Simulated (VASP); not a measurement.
A run of VASP 6.6.1 is set up as follows.

The input INCAR:

```
SYSTEM = Al2GaP3
ALGO = Fast
EDIFF = 1E-4
EDIFFG = -0.08
ENCUT = 520
GGA = PE
IBRION = 2
ISIF = 3
ISMEAR = 0
LASPH = .True.
LCHARG = .False.
LREAL = .False.
LWAVE = .False.
NELM = 60
NSW = 24
PREC = Normal
SIGMA = 0.15
```

KPOINTS

```
k-points
0
Gamma
  5 5 5
  0 0 0
```

The input POSCAR:

```
Al2GaP3
1.0
   -1.9300000000      1.9300000000      8.1900000000
    1.9300000000     -1.9300000000      8.1900000000
    1.9300000000      1.9300000000     -8.1900000000
Al Ga P
2 1 3
Direct
    0.3333000000      0.3333000000      0.0000000000
    0.6667000000      0.6667000000      0.0000000000
    0.0000000000      0.0000000000      0.0000000000
    0.9167000000      0.4167000000      0.5000000000
    0.5833000000      0.0833000000      0.5000000000
    0.2500000000      0.7500000000      0.5000000000
```

Potentials or basis: VASP PAW PBE potentials, release 64 (Al, Ga_d, P).

Command:

```console
$ cat potpaw_PBE.64/Al/POTCAR potpaw_PBE.64/Ga_d/POTCAR potpaw_PBE.64/P/POTCAR > POTCAR
$ mpirun -np 1 vasp_std > vasp.out
```

(1) Predict the relaxed cell.

(2) Predict the relaxed volume.

(3) What does it give for the space group after relaxing (to 0.05 Å)?

(4) Estimate the band gap on the k mesh.

Results:

(1) a = 8.702 Å, b = 8.702 Å, c = 8.702 Å, α = 154.13°, β = 154.13°, γ = 36.91°.

(2) 20.89 Å³/atom.

(3) I-4m2 (No. 119).

(4) 1.67 eV, indirect (least direct gap 1.83 eV).

Caveat: the k mesh is coarse (spacing up to 0.46 Å⁻¹), so the values aren't converged; an odd mesh through Γ misses points on the zone boundary, where band edges often lie.
